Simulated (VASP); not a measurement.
These are PBE GGA, VASP's PBE PAW potentials (set 64) (plane waves; VASP) values and carry that method's errors.

VASP input:

### INCAR
```
! general
SYSTEM =SrCl2
PREC   =Accurate
ENCUT  =180
LREAL  =.FALSE.
LASPH  =.TRUE.

! electronic loop
EDIFF  =1E-6
NELM   =100
ALGO   =Normal   ! blocked Davidson
LMAXMIX=4

! smearing
ISMEAR =0
SIGMA  =0.01

! functional
GGA    =PE   ! PBE

! ions
ISIF   =2   ! forces and stress, cell fixed

! output
LWAVE  =.FALSE.
LCHARG =.FALSE.
```

KPOINTS:
```
kpoints
0
G
  6 6 6
0 0 0
```

POSCAR:
```
SrCl2
1
    0.0000000000     3.5672900000     3.5672900000
    3.5672900000     0.0000000000     3.5672900000
    3.5672900000     3.5672900000     0.0000000000
Sr Cl
1 2
Direct
  0.0000000000   0.0000000000   0.0000000000
  0.7500000000   0.7500000000   0.7500000000
  0.2500000000   0.2500000000   0.2500000000
```

POTCAR, in this order: Sr_sv Cl (PBE.64 set). Program: vasp_std.

Output of the run:

**OSZICAR**
```
       N       E                     dE             d eps       ncg     rms          rms(c)
DAV:   1     0.732988118303E+02    0.73299E+02   -0.66264E+03   576   0.587E+02
DAV:   2    -0.956921859057E+01   -0.82868E+02   -0.81808E+02   672   0.166E+02
DAV:   3    -0.130052174969E+02   -0.34360E+01   -0.34338E+01   752   0.361E+01
DAV:   4    -0.130449620457E+02   -0.39745E-01   -0.39739E-01   736   0.367E+00
DAV:   5    -0.130464523822E+02   -0.14903E-02   -0.14903E-02   784   0.465E-01    0.221E+01
DAV:   6    -0.128323005187E+02    0.21415E+00   -0.45357E-01   680   0.379E+00    0.143E+01
DAV:   7    -0.128553251233E+02   -0.23025E-01   -0.47834E-01   784   0.406E+00    0.687E-01
DAV:   8    -0.128486309500E+02    0.66942E-02   -0.86108E-02   608   0.148E+00    0.292E-01
DAV:   9    -0.128509016823E+02   -0.22707E-02   -0.35800E-03   632   0.342E-01    0.814E-02
DAV:  10    -0.128514015369E+02   -0.49985E-03   -0.61662E-04   672   0.137E-01    0.413E-02
DAV:  11    -0.128515879831E+02   -0.18645E-03   -0.18215E-04   576   0.750E-02    0.385E-02
DAV:  12    -0.128515931810E+02   -0.51979E-05   -0.14120E-05   768   0.203E-02    0.971E-03
DAV:  13    -0.128515933101E+02   -0.12906E-06   -0.31477E-06   704   0.921E-03
   1 F= -.12851593E+02 E0= -.12851593E+02  d E =-.154666E-12
```

File OUTCAR:
```
------------------------ aborting loop because EDIFF is reached ----------------------------------------
  FORCE on cell =-STRESS in cart. coord.  units (eV):
  Direction    XX          YY          ZZ          XY          YZ          ZX
  --------------------------------------------------------------------------------------
  Total       -7.7816216     -7.7816216     -7.7816216      0.0000000      0.0000000      0.0000000
  in kB     -137.3205227   -137.3205227   -137.3205227      0.0000000      0.0000000      0.0000000
  external PRESSURE =    -137.3205227 kB  Pullay stress =       0.0000000 kB
  volume of cell :       90.79
      direct lattice vectors                 reciprocal lattice vectors
     0.000000000  3.567290000  3.567290000    -0.140162420  0.140162420  0.140162420
     3.567290000  0.000000000  3.567290000     0.140162420 -0.140162420  0.140162420
     3.567290000  3.567290000  0.000000000     0.140162420  0.140162420 -0.140162420
 POSITION                                       TOTAL-FORCE (eV/Angst)
 -----------------------------------------------------------------------------------
      0.00000      0.00000      0.00000        -0.000000     -0.000000     -0.000000
      5.35093      5.35093      5.35093         0.000000      0.000000      0.000000
      1.78364      1.78364      1.78364        -0.000000      0.000000      0.000000
 -----------------------------------------------------------------------------------
    total drift:                               -0.000000      0.000000      0.000000
  FREE ENERGIE OF THE ION-ELECTRON SYSTEM (eV)
  ---------------------------------------------------
  free  energy   TOTEN  =       -12.8515933101 eV

  energy  without entropy=      -12.8515933101  energy(sigma->0) =      -12.85159331
```
(Selected blocks of OUTCAR.)

At this cut-off the stress carries a Pulay error, which pulls relaxed volumes low.

The structure comes from a computed database's SrCl2 entry; how it stands against other phases isn't given here. The cell was not relaxed at this level. The run is one of a series of settings (ENCUT = 180 against the base run), some of them coarse on purpose.
